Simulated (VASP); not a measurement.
Given:

```xyz
4
Lattice="5.0360 2.5122 2.5122 2.5122 5.0360 2.5122 2.5122 2.5122 5.0360" Properties=species:S:1:pos:R:3 pbc="T T T"
Mn     0.0000     0.0000     0.0000
Mn     5.0302     5.0302     5.0302
S      2.5151     2.5151     2.5151
S      7.5453     7.5453     7.5453
```
Starting moments (μB, in the order of the record's atoms Mn Mn S S): 4.0 -4.0 0.0 0.0.

Level of theory: AM05 GGA, VASP's PBE PAW potentials (set 64) (plane waves; VASP). Numerical set-up: 520 eV cut-off, 8×8×8 Γ-centred mesh, tetrahedra with Blöchl corrections, potentials Mn_pv S.

**Question.** Estimate the cell moment, energy per atom (σ→0), band gap (on the k-mesh) with the smallest direct gap where there is one.

**Answer.** 
* **band gap (on the k-mesh)**: 0.32 eV
* **smallest direct gap (on the k-mesh)**: 0.76 eV
* **cell moment**: 0.00 μB
* **energy per atom (σ→0)**: -7251 meV/atom

**Question.** Give the moment on each site (PAW-sphere projection).

**Answer.** 
```
site  moment (μB)
----  -----------
Mn1          4.04
Mn2         -4.04
S3           0.00
S4           0.00
```

The absolute energy has meaning only against runs of the same code, potentials and settings.

The compound is MnS in the rock salt, AFM-II order structure. It was relaxed first, which changed the volume by -10 %.
